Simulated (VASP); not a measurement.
Computed with PBE GGA with D3 dispersion (Becke-Johnson damping), VASP's PBE PAW potentials (set 64) (plane waves; VASP).

VASP input:

**KPOINTS**
```
Automatic
0
gamma
 13 13 8
```

**INCAR**
```
SYSTEM  =  Tm
PREC  =  Accurate; ENCUT  =  520; LREAL  =  F
LASPH  =  T
EDIFF  =  1E-7; NELM  =  100; ALGO  =  Normal
LMAXMIX  =  6
ISMEAR  =  -5
GGA  =  PE; IVDW  =  12
ISIF  =  2
LWAVE  =  F; LCHARG  =  T; LORBIT  =  11
NEDOS  =  601
```

POSCAR:
```
Tm
3.5149920
  0.4999999720  -0.8660253749   0.0000000000
  0.4999999720   0.8660253749   0.0000000000
  0.0000000000   0.0000000000   1.5461597665
Tm
2
Direct
  0.3333330000   0.6666670000   0.2500000000
  0.6666670000   0.3333330000   0.7500000000
```

POTCAR, in this order: Tm_3 (PBE.64 set). Program: vasp_std.

What VASP printed:

### OUTCAR
```
 ion  position               nearest neighbor table
   1  0.333  0.667  0.250-   2 3.39   2 3.39   2 3.39   2 3.39   2 3.39   2 3.39
   2  0.667  0.333  0.750-   1 3.39   1 3.39   1 3.39   1 3.39   1 3.39   1 3.39
  LATTYP: Found a hexagonal cell.
 ALAT       =     3.5149918630
 C/A-ratio  =     1.5461598268
 Subroutine PRICEL returns:
 Original cell was already a primitive cell.
 Subroutine GETGRP returns: Found 24 space group operations
The static configuration has the point symmetry D_3d.
 The point group associated with its full space group is D_6h.
The dynamic configuration has the point symmetry D_3d.
 Subroutine INISYM returns: Found 24 space group operations
 Subroutine IBZKPT returns following result:
 Found    105 irreducible k-points:

 Following reciprocal coordinates:
            Coordinates               Weight
  0.000000  0.000000  0.000000      1.000000
  0.076923  0.000000  0.000000      6.000000
  0.153846  0.000000  0.000000      6.000000
  0.230769  0.000000  0.000000      6.000000
  0.307692  0.000000  0.000000      6.000000
  0.384615 -0.000000  0.000000      6.000000
  0.461538  0.000000  0.000000      6.000000
  0.076923  0.076923  0.000000      6.000000
  0.153846  0.076923  0.000000     12.000000
  0.230769  0.076923  0.000000     12.000000
  0.307692  0.076923  0.000000     12.000000
  0.384615  0.076923  0.000000     12.000000
  0.461538  0.076923  0.000000      6.000000
  0.153846  0.153846  0.000000      6.000000
  0.230769  0.153846  0.000000     12.000000
  0.307692  0.153846  0.000000     12.000000
  0.384615  0.153846  0.000000     12.000000
  0.230769  0.230769  0.000000      6.000000
  0.307692  0.230769  0.000000     12.000000
  0.384615  0.230769  0.000000      6.000000
  0.307692  0.307692  0.000000      6.000000
  0.000000  0.000000  0.125000      2.000000
...
```

**OSZICAR**
```
       N       E                     dE             d eps       ncg     rms          rms(c)
DAV:   1     0.665102153591E+02    0.66510E+02   -0.85055E+03  2738   0.132E+03
DAV:   2    -0.417679706878E+01   -0.70687E+02   -0.69682E+02  2799   0.402E+02
DAV:   3    -0.879110207691E+01   -0.46143E+01   -0.43020E+01  4472   0.627E+01
DAV:   4    -0.891948883350E+01   -0.12839E+00   -0.12626E+00  4425   0.865E+00
DAV:   5    -0.892068207712E+01   -0.11932E-02   -0.11879E-02  3773   0.733E-01    0.245E+01
DAV:   6    -0.892105996014E+01   -0.37788E-03   -0.30574E-02  4293   0.214E+00    0.146E+01
DAV:   7    -0.893724259855E+01   -0.16183E-01   -0.53052E-02  4133   0.275E+00    0.391E-01
DAV:   8    -0.893701364670E+01    0.22895E-03   -0.29162E-03  3555   0.493E-01    0.102E-01
DAV:   9    -0.893702031575E+01   -0.66690E-05   -0.23768E-04  4444   0.165E-01    0.292E-02
DAV:  10    -0.893701437926E+01    0.59365E-05   -0.24764E-05  3811   0.458E-02    0.371E-02
DAV:  11    -0.893701475501E+01   -0.37575E-06   -0.25039E-06  3529   0.159E-02    0.232E-03
DAV:  12    -0.893701504003E+01   -0.28502E-06   -0.21292E-07  2334   0.522E-03    0.838E-04
DAV:  13    -0.893701504356E+01   -0.35332E-08   -0.38047E-08  1825   0.349E-03
   1 F= -.96285137E+01 E0= -.96285137E+01  d E =0.000000E+00
```

### OUTCAR
```
------------------------ aborting loop because EDIFF is reached ----------------------------------------
 Edisp (eV)   -0.69150
  FORCE on cell =-STRESS in cart. coord.  units (eV):
  Direction    XX          YY          ZZ          XY          YZ          ZX
  --------------------------------------------------------------------------------------
  Total       0.02707     0.02707     0.09961     0.00000     0.00000     0.00000
  in kB       0.74581     0.74581     2.74457     0.00000     0.00000     0.00000
  external pressure =        1.41 kB  Pullay stress =        0.00 kB
  volume of cell :       58.15
      direct lattice vectors                 reciprocal lattice vectors
     1.757495902 -3.044072265  0.000000000     0.284495685 -0.164253656  0.000000000
     1.757495902  3.044072265  0.000000000     0.284495685  0.164253656  0.000000000
     0.000000000  0.000000000  5.434739210     0.000000000  0.000000000  0.184001469
 POSITION                                       TOTAL-FORCE (eV/Angst)
 -----------------------------------------------------------------------------------
      1.75750      1.01469      1.35868         0.000000     -0.000000      0.000000
      1.75750     -1.01469      4.07605        -0.000000      0.000000      0.000000
 -----------------------------------------------------------------------------------
    total drift:                                0.000000      0.000068     -0.000012
  FREE ENERGIE OF THE ION-ELECTRON SYSTEM (eV)
  ---------------------------------------------------
  free  energy   TOTEN  =        -9.6285137345 eV

  energy  without entropy=       -9.6285137345  energy(sigma->0) =       -9.62851373

 total charge

# of ion       s       p       d       tot
------------------------------------------
    1        0.558   6.595   1.103   8.257
    2        0.558   6.595   1.103   8.257
--------------------------------------------------
tot          1.117  13.190   2.206  16.514
```
(Selected blocks of OUTCAR.)

The 4f electrons are frozen in the core of the lanthanide potential, so 4f levels, which can set the real gap, and their magnetism are missing. For a metal the tetrahedron method with Blöchl corrections gives inexact stress and forces.

The compound is Tm in the hcp structure. It was relaxed first.
